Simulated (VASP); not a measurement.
OSZICAR of a VASP run on ZrB₂ (AlB2 type):

**OSZICAR**
```
       N       E                     dE             d eps       ncg     rms          rms(c)
DAV:   1     0.110765848926E+03    0.11077E+03   -0.99457E+03  2080   0.139E+03
DAV:   2    -0.210360060058E+02   -0.13180E+03   -0.12713E+03  2450   0.334E+02
DAV:   3    -0.263230336052E+02   -0.52870E+01   -0.52359E+01  3192   0.598E+01
DAV:   4    -0.264726476745E+02   -0.14961E+00   -0.14957E+00  2676   0.903E+00
DAV:   5    -0.264758087677E+02   -0.31611E-02   -0.31610E-02  3176   0.115E+00    0.220E+01
DAV:   6    -0.238939652149E+02    0.25818E+01   -0.73770E+00  2525   0.197E+01    0.888E+00
DAV:   7    -0.238590992546E+02    0.34866E-01   -0.91986E-01  3167   0.639E+00    0.300E+00
DAV:   8    -0.238619921949E+02   -0.28929E-02   -0.10630E-01  2471   0.304E+00    0.804E-01
DAV:   9    -0.238588535235E+02    0.31387E-02   -0.19329E-02  2574   0.117E+00    0.165E-01
DAV:  10    -0.238588112453E+02    0.42278E-04   -0.10586E-03  2682   0.308E-01    0.445E-02
DAV:  11    -0.238588287431E+02   -0.17498E-04   -0.37724E-05  2912   0.753E-02    0.139E-02
DAV:  12    -0.238588287860E+02   -0.42862E-07   -0.23340E-06  2721   0.159E-02    0.400E-03
DAV:  13    -0.238588288240E+02   -0.38008E-07   -0.20197E-07  2196   0.411E-03
   1 F= -.23858829E+02 E0= -.23858849E+02  d E =-.238588E+02
       N       E                     dE             d eps       ncg     rms          rms(c)
DAV:   1    -0.238598371982E+02   -0.10084E-02   -0.55224E-02  2255   0.236E+00    0.167E-01
DAV:   2    -0.238593438058E+02    0.49339E-03   -0.12317E-03  2335   0.304E-01    0.926E-02
DAV:   3    -0.238591392370E+02    0.20457E-03   -0.56058E-04  2420   0.217E-01    0.202E-02
DAV:   4    -0.238591387653E+02    0.47170E-06   -0.12351E-05  2311   0.323E-02    0.875E-03
DAV:   5    -0.238591390000E+02   -0.23473E-06   -0.54121E-07  2686   0.822E-03    0.275E-03
DAV:   6    -0.238591391101E+02   -0.11005E-06   -0.33823E-08  1445   0.195E-03    0.462E-04
DAV:   7    -0.238591391167E+02   -0.66025E-08   -0.47522E-09  1190   0.735E-04
   2 F= -.23859139E+02 E0= -.23859159E+02  d E =-.310293E-03
```

Problem. Which electronic solver shows in the log?

Solution. It is blocked Davidson (ALGO = Normal, or the opening steps of other solvers). The INCAR had ALGO = Normal.

Problem. Can the final energy be trusted as converged?

Solution. Self-consistency was reached. It stopped with EDIFF = 1E-7, NELM = 100, NSW = 30 and EDIFFG = -0.01 after 2 ionic steps (RPBE GGA, plane waves, VASP's PBE PAW potentials (set 64)).

The compound is ZrB2 in the AlB2 type structure. This cell is one point of a volume scan, at 0.97 of the reference volume. Symmetry was kept, so distortions that lower it aren't found.
